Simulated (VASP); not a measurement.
Input of a VASP 6.6.1 run:

Contents of INCAR:

```
SYSTEM = Ti
  ALGO = Fast
  EDIFF = 1E-7
  EDIFFG = -0.002
  ENCUT = 520
  GGA = PE
  IBRION = 2
  ISIF = 3
  ISMEAR = 0
  LASPH = .TRUE.
  LCHARG = .FALSE.
  LREAL = .FALSE.
  LWAVE = .FALSE.
  NELM = 60
  NSW = 80
  PREC = Accurate
  SIGMA = 0.1
```

The input KPOINTS:

```
k-points
0
G
  6 6 4
  0 0 0
```

POSCAR

```
Ti                                      
1.0
    2.9229963656     -0.0000000000      0.0000000000
   -1.4614981828      2.5313891066     -0.0000000000
    0.0000000000     -0.0000000000      4.6885064069
  Ti            
     2
Direct
     0.3333333300000021    0.6666666699999979    0.2500000000000000
     0.6666666699999979    0.3333333300000021    0.7500000000000000
```

Potentials or basis: VASP PAW PBE potentials, release 64 (Ti_sv).

Launch:

```bash
$ cat potpaw_PBE.64/Ti_sv/POTCAR > POTCAR
$ mpirun -np 1 vasp_std > vasp.out
```

Problem. Predict the band gap on the k mesh.

Solution. None (metal or under the smearing width).

Final structure:
```
Ti
1.0
     2.92300    0.00000    0.00000
    -1.46150    2.53139    0.00000
     0.00000    0.00000    4.68851
Ti
2
Direct
  0.33333 0.66667 0.25000
  0.66667 0.33333 0.75000
```

Caveat: the k mesh is coarse (spacing up to 0.41 Å⁻¹), so the values aren't converged; the relaxation stopped at its first step, so nothing moved.
